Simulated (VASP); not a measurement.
Consider the following.

```cif
data_Li2S
_chemical_formula_sum 'Li2 S1'
_space_group_name_H-M_alt 'P 1'
_space_group_IT_number 1
_cell_length_a 3.96085
_cell_length_b 3.96085
_cell_length_c 3.96085
_cell_angle_alpha 60.000
_cell_angle_beta 60.000
_cell_angle_gamma 60.000
loop_
_space_group_symop_operation_xyz
  'x, y, z'
loop_
_atom_site_label
_atom_site_type_symbol
_atom_site_fract_x
_atom_site_fract_y
_atom_site_fract_z
_atom_site_occupancy
Li1 Li 0.25000 0.25000 0.25000 1
Li2 Li 0.75000 0.75000 0.75000 1
S1 S 0.00000 0.00000 0.00000 1
```

These are PBE GGA with D3 dispersion (zero damping), VASP's PBE PAW potentials (set 64) (plane waves; VASP) values and carry that method's errors. Run with 520 eV cut-off, 7×7×7 Γ-centred mesh, Gaussian smearing of 0.050 eV, potentials Li_sv S.

Give the energy at these volumes per atom, relative to the lowest: 13.72, 14.16, 14.60, 15.04, 15.48 Å³.

9.4, 2.5, 0.0, 1.5, 6.2 meV/atom. A third-order Birch-Murnaghan fit gives B0 = 46.6 GPa and B0′ = 4.1.

Measured: a 5.716 Å at 293 K (computed value off by -2.0 %), as given by F. Kubel et al., Zeitschrift für Kristallographie - New Crystal Structures (1999), doi:10.1515/ncrs-1999-0303. The calculation is for a static lattice, while the measured a holds thermal and zero-point effects, which are part of the difference.

The compound is Li2S in the antifluorite structure. It was relaxed first, which changed the volume by -6 %.
